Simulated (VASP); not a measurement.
These are PBE GGA, VASP's PBE PAW potentials (set 64) (plane waves; VASP) values and carry that method's errors.

Input for VASP

INCAR:
```
! general
SYSTEM =Y
PREC   =Accurate
ENCUT  =400
LREAL  =.FALSE.
LASPH  =.TRUE.

! electronic loop
EDIFF  =1E-6
NELM   =100
ALGO   =Normal
LMAXMIX=4

! smearing
ISMEAR =1
SIGMA  =0.1

! functional
GGA    =PE

! ions
IBRION =2
NSW    =60
ISIF   =3
EDIFFG =-0.01

! output
LWAVE  =.FALSE.
LCHARG =.FALSE.
```

**KPOINTS**
```
Automatic mesh
0
Gamma
10 10 6
0 0 0
```

File POSCAR:
```
Y
1
    1.8250000000    -3.1609930000     0.0000000000
    1.8250000000     3.1609930000     0.0000000000
    0.0000000000     0.0000000000     5.7300000000
Y
2
Direct
  0.3333330000   0.6666670000   0.2500000000
  0.6666670000   0.3333330000   0.7500000000
```

POTCAR, in this order: Y_sv (PBE.64 set). Program: vasp_std.

The run wrote:

OUTCAR:
```
 ion  position               nearest neighbor table
   1  0.333  0.667  0.250-   2 3.56   2 3.56   2 3.56   2 3.56   2 3.56   2 3.56
   2  0.667  0.333  0.750-   1 3.56   1 3.56   1 3.56   1 3.56   1 3.56   1 3.56
  LATTYP: Found a hexagonal cell.
 ALAT       =     3.6500002392
 C/A-ratio  =     1.5698629108
 Subroutine PRICEL returns:
 Original cell was already a primitive cell.
 Subroutine GETGRP returns: Found 24 space group operations
The static configuration has the point symmetry D_3d.
 The point group associated with its full space group is D_6h.
The dynamic configuration has the point symmetry D_3d.
 Subroutine INISYM returns: Found 24 space group operations
 Subroutine IBZKPT returns following result:
 Found     56 irreducible k-points:

 Following reciprocal coordinates:
            Coordinates               Weight
  0.000000  0.000000  0.000000      1.000000
  0.100000 -0.000000  0.000000      6.000000
  0.200000 -0.000000  0.000000      6.000000
  0.300000 -0.000000  0.000000      6.000000
  0.400000 -0.000000  0.000000      6.000000
  0.500000  0.000000  0.000000      3.000000
  0.100000  0.100000  0.000000      6.000000
...
```

File OSZICAR:
```
       N       E                     dE             d eps       ncg     rms          rms(c)
DAV:   1     0.754079614628E+02    0.75408E+02   -0.10306E+04  1704   0.116E+03
DAV:   2    -0.622784149178E+01   -0.81636E+02   -0.80883E+02  2123   0.251E+02
DAV:   3    -0.131450213038E+02   -0.69172E+01   -0.68429E+01  3148   0.435E+01
DAV:   4    -0.132660751061E+02   -0.12105E+00   -0.12100E+00  1871   0.667E+00
DAV:   5    -0.132694046957E+02   -0.33296E-02   -0.33295E-02  2382   0.833E-01    0.325E+01
DAV:   6    -0.129364705795E+02    0.33293E+00   -0.44093E-01  1680   0.477E+00    0.202E+01
DAV:   7    -0.128796203631E+02    0.56850E-01   -0.87340E-01  2093   0.618E+00    0.188E+00
DAV:   8    -0.128693935274E+02    0.10227E-01   -0.18057E-01  2016   0.275E+00    0.146E+00
DAV:   9    -0.128682143114E+02    0.11792E-02   -0.41552E-03  2398   0.452E-01    0.423E-01
DAV:  10    -0.128684255989E+02   -0.21129E-03   -0.24735E-03  1722   0.517E-01    0.471E-01
DAV:  11    -0.128683082201E+02    0.11738E-03   -0.23253E-04  1868   0.157E-01    0.515E-02
DAV:  12    -0.128683034127E+02    0.48074E-05   -0.35292E-05  1948   0.571E-02    0.187E-02
DAV:  13    -0.128683047330E+02   -0.13203E-05   -0.53378E-06  1824   0.234E-02    0.101E-03
DAV:  14    -0.128683048111E+02   -0.78074E-07   -0.13188E-07  1008   0.277E-03
   1 F= -.12868305E+02 E0= -.12869497E+02  d E =-.128683E+02
       N       E                     dE             d eps       ncg     rms          rms(c)
DAV:   1    -0.129055379835E+02   -0.37233E-01   -0.10801E+00  1939   0.804E+00    0.121E+00
DAV:   2    -0.128792811618E+02    0.26257E-01   -0.84282E-02  1957   0.205E+00    0.664E-01
DAV:   3    -0.128696031922E+02    0.96780E-02   -0.69474E-02  2796   0.158E+00    0.488E-01
DAV:   4    -0.128702844304E+02   -0.68124E-03   -0.47602E-03  1976   0.422E-01    0.255E-01
DAV:   5    -0.128711937117E+02   -0.90928E-03   -0.59882E-04  2331   0.155E-01    0.836E-02
DAV:   6    -0.128714411509E+02   -0.24744E-03   -0.58197E-04  2595   0.109E-01    0.303E-02
DAV:   7    -0.128714565736E+02   -0.15423E-04   -0.25718E-05  1910   0.371E-02    0.137E-02
DAV:   8    -0.128714567736E+02   -0.20002E-06   -0.67101E-06  2073   0.144E-02
   2 F= -.12871457E+02 E0= -.12872698E+02  d E =-.315196E-02
       N       E                     dE             d eps       ncg     rms          rms(c)
DAV:   1    -0.128718899869E+02   -0.43341E-03   -0.12335E-02  1960   0.858E-01    0.129E-01
DAV:   2    -0.128715866075E+02    0.30338E-03   -0.98054E-04  2002   0.219E-01    0.715E-02
DAV:   3    -0.128714748087E+02    0.11180E-03   -0.81669E-04  2802   0.170E-01    0.522E-02
DAV:   4    -0.128714845149E+02   -0.97062E-05   -0.54987E-05  2000   0.456E-02    0.278E-02
DAV:   5    -0.128714976453E+02   -0.13130E-04   -0.64062E-06  2243   0.172E-02    0.910E-03
DAV:   6    -0.128715020023E+02   -0.43569E-05   -0.67628E-06  2134   0.122E-02    0.318E-03
DAV:   7    -0.128715024799E+02   -0.47768E-06   -0.33624E-07   861   0.461E-03
   3 F= -.12871502E+02 E0= -.12872741E+02  d E =-.319767E-02
       N       E                     dE             d eps       ncg     rms          rms(c)
DAV:   1    -0.128729810385E+02   -0.14790E-02   -0.49246E-02  1953   0.172E+00    0.259E-01
DAV:   2    -0.128717695261E+02    0.12115E-02   -0.39231E-03  2002   0.439E-01    0.143E-01
DAV:   3    -0.128713264931E+02    0.44303E-03   -0.32564E-03  2803   0.340E-01    0.105E-01
DAV:   4    -0.128713605963E+02   -0.34103E-04   -0.22072E-04  1992   0.911E-02    0.557E-02
DAV:   5    -0.128714078751E+02   -0.47279E-04   -0.25948E-05  2325   0.343E-02    0.182E-02
DAV:   6    -0.128714222114E+02   -0.14336E-04   -0.27938E-05  2618   0.239E-02    0.663E-03
DAV:   7    -0.128714235719E+02   -0.13605E-05   -0.12011E-06  1071   0.849E-03    0.404E-03
DAV:   8    -0.128714235743E+02   -0.24133E-08   -0.32079E-07   840   0.401E-03
   4 F= -.12871424E+02 E0= -.12872650E+02  d E =-.311876E-02
       N       E                     dE             d eps       ncg     rms          rms(c)
DAV:   1    -0.128725706597E+02   -0.11471E-02   -0.33246E-02  1974   0.141E+00    0.214E-01
DAV:   2    -0.128717509588E+02    0.81970E-03   -0.26732E-03  2016   0.361E-01    0.118E-01
DAV:   3    -0.128714618018E+02    0.28916E-03   -0.22285E-03  2786   0.280E-01    0.860E-02
DAV:   4    -0.128714761922E+02   -0.14390E-04   -0.14499E-04  1966   0.737E-02    0.477E-02
DAV:   5    -0.128715006108E+02   -0.24419E-04   -0.17111E-05  2282   0.300E-02    0.149E-02
DAV:   6    -0.128715054668E+02   -0.48560E-05   -0.19045E-05  2562   0.195E-02    0.543E-03
DAV:   7    -0.128715052430E+02    0.22380E-06   -0.83194E-07   896   0.707E-03
   5 F= -.12871505E+02 E0= -.12872742E+02  d E =-.320043E-02
       N       E                     dE             d eps       ncg     rms          rms(c)
DAV:   1    -0.128758370855E+02   -0.43316E-02   -0.14324E-01  2002   0.294E+00    0.431E-01
DAV:   2    -0.128726239760E+02    0.32131E-02   -0.80977E-03  1882   0.650E-01    0.208E-01
DAV:   3    -0.128717024728E+02    0.92150E-03   -0.72643E-03  2765   0.494E-01    0.130E-01
DAV:   4    -0.128717463591E+02   -0.43886E-04   -0.30368E-04  1925   0.116E-01    0.871E-02
DAV:   5    -0.128718421379E+02   -0.95779E-04   -0.14532E-04  2214   0.728E-02    0.302E-02
DAV:   6    -0.128718448343E+02   -0.26964E-05   -0.15369E-05  1750   0.334E-02    0.154E-02
DAV:   7    -0.128718438681E+02    0.96615E-06   -0.67124E-06  2078   0.164E-02
   6 F= -.12871844E+02 E0= -.12873060E+02  d E =-.338625E-03
```

### OUTCAR
```
------------------------ aborting loop because EDIFF is reached ----------------------------------------
  FORCE on cell =-STRESS in cart. coord.  units (eV):
  Direction    XX          YY          ZZ          XY          YZ          ZX
  --------------------------------------------------------------------------------------
  Total        0.0081084      0.0081084      0.0073039      0.0000000     -0.0000000      0.0000000
  in kB        0.1987676      0.1987677      0.1790475      0.0000000     -0.0000000      0.0000000
  external PRESSURE =       0.1921943 kB  Pullay stress =       0.0000000 kB
  volume of cell :       65.36
      direct lattice vectors                 reciprocal lattice vectors
     1.828388746 -3.166862482 -0.000000000     0.273464820 -0.157884974  0.000000000
     1.828388746  3.166862482  0.000000000     0.273464820  0.157884974  0.000000000
    -0.000000000 -0.000000000  5.643809536     0.000000000 -0.000000000  0.177185285
 POSITION                                       TOTAL-FORCE (eV/Angst)
 -----------------------------------------------------------------------------------
      1.82839      1.05562      1.41095        -0.000000     -0.000000     -0.000000
      1.82839     -1.05562      4.23286         0.000000      0.000000      0.000000
 -----------------------------------------------------------------------------------
    total drift:                                0.000000      0.000519     -0.000010
  FREE ENERGIE OF THE ION-ELECTRON SYSTEM (eV)
  ---------------------------------------------------
  free  energy   TOTEN  =       -12.8718438681 eV

  energy  without entropy=      -12.8754912686  energy(sigma->0) =      -12.87305967

 reached required accuracy - stopping structural energy minimisation
```
(Selected blocks of OUTCAR.)

**CONTCAR**
```
Y
   1.00000000000000
     1.8283887460998465   -3.1668624819528013   -0.0000000000000000
     1.8283887460998465    3.1668624819528013    0.0000000000000000
    -0.0000000000000000   -0.0000000000000000    5.6438095355183746
  Y
     2
Direct
     0.3333330000000032    0.6666669999999968    0.2500000000000000
     0.6666669999999968    0.3333330000000032    0.7500000000000000
```

The compound is Y in the hcp structure. This run relaxes it. Symmetry was kept, so distortions that lower it aren't found.
